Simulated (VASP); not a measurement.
Input:

```xyz
3
Lattice="0.0000 2.7929 2.7929 2.7929 0.0000 2.7929 2.7929 2.7929 0.0000" Properties=species:S:1:pos:R:3 pbc="T T T"
Si     1.3964     1.3964     1.3964
Si     4.1893     4.1893     4.1893
Ni     0.0000     0.0000     0.0000
```

All values below come from vdW-DF2, VASP's PBE PAW potentials (set 64) (plane waves; VASP). Settings: 520 eV cut-off, Gaussian smearing of 0.050 eV, potentials Si Ni.

### Question
Give the energies of bands 2 to 12 at the high-symmetry points, in eV from the Fermi level.

### Answer

| band | Γ | X | U | L | W |
|---|---|---|---|---|---|
| 2 | -4.49 | -7.07 | -8.27 | -9.26 | -8.38 |
| 3 | -4.49 | -6.87 | -6.50 | -4.05 | -6.28 |
| 4 | -4.49 | -3.88 | -4.28 | -4.05 | -5.72 |
| 5 | -2.92 | -3.88 | -3.74 | -3.15 | -3.13 |
| 6 | -2.92 | -3.01 | -3.18 | -2.76 | -3.13 |
| 7 | -1.24 | -3.01 | -2.85 | -2.76 | -3.01 |
| 8 | 1.65 | -2.83 | -2.43 | -1.06 | -2.65 |
| 9 | 1.65 | -2.60 | -2.19 | -1.06 | -2.01 |
| 10 | 1.65 | -0.50 | 0.20 | 1.79 | 2.06 |
| 11 | 2.68 | 1.98 | 4.00 | 1.90 | 2.06 |
| 12 | 2.68 | 7.51 | 4.57 | 1.90 | 5.22 |

It has no gap at this level: it comes out as a metal or semimetal.

The compound is NiSi2 in the fluorite structure. It was relaxed first, which changed the volume by +10 %. The run is not spin-polarised, so no magnetic state was tried.
